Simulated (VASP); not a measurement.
A convergence study with VASP on Cu (fcc): a few settings are varied, all else stays as given below, so the limit is that of these other settings. The cell's lengths are 1 % over those of the tabulated start, so it is off equilibrium.

```yaml
crystal:
  lattice:
    - [0.00000, 1.82305, 1.82305]
    - [1.82305, 0.00000, 1.82305]
    - [1.82305, 1.82305, 0.00000]
  atoms:
    - { symbol: Cu, position: [0.00000, 0.00000, 0.00000] }
```

All values below come from PBEsol GGA, VASP's PBE PAW potentials (set 64) (plane waves; VASP). The last row used: 900 eV cut-off, 14×14×14 Γ-centred mesh, first-order Methfessel-Paxton smearing of 0.10 eV, potentials Cu_pv.

Energies of different potentials or hybrids have different zeros.

```tsv
setting	E (eV/atom)	pressure (GPa)	plane waves
ENCUT = 300, POTCAR Cu	-4.2863	-11.77	153
ENCUT = 400, POTCAR Cu	-4.2870	-9.78	229
ENCUT = 520, POTCAR Cu	-4.2865	-9.00	335
ENCUT = 700, POTCAR Cu	-4.2864	-9.01	532
ENCUT = 900, POTCAR Cu	-4.2867	-8.90	757
ENCUT = 300, POTCAR Cu_pv	-3.8833	-151.87	153
ENCUT = 400, POTCAR Cu_pv	?	?	229
ENCUT = 520, POTCAR Cu_pv	?	?	335
ENCUT = 700, POTCAR Cu_pv	-4.3092	-9.39	532
ENCUT = 900, POTCAR Cu_pv	-4.3089	-9.49	757
```

Problem. Fill in the missing entries.

Solution. 
- ENCUT = 520, POTCAR Cu_pv, E (eV/atom): -4.3096
- ENCUT = 520, POTCAR Cu_pv, pressure (GPa): -11.66
- ENCUT = 400, POTCAR Cu_pv, E (eV/atom): -4.3146
- ENCUT = 400, POTCAR Cu_pv, pressure (GPa): -11.41

Left out are rungs that failed or repeat a setting and relaxations that didn't move; long series are thinned to 24 rows.

The compound is Cu in the fcc structure. The cell was not relaxed at this level.
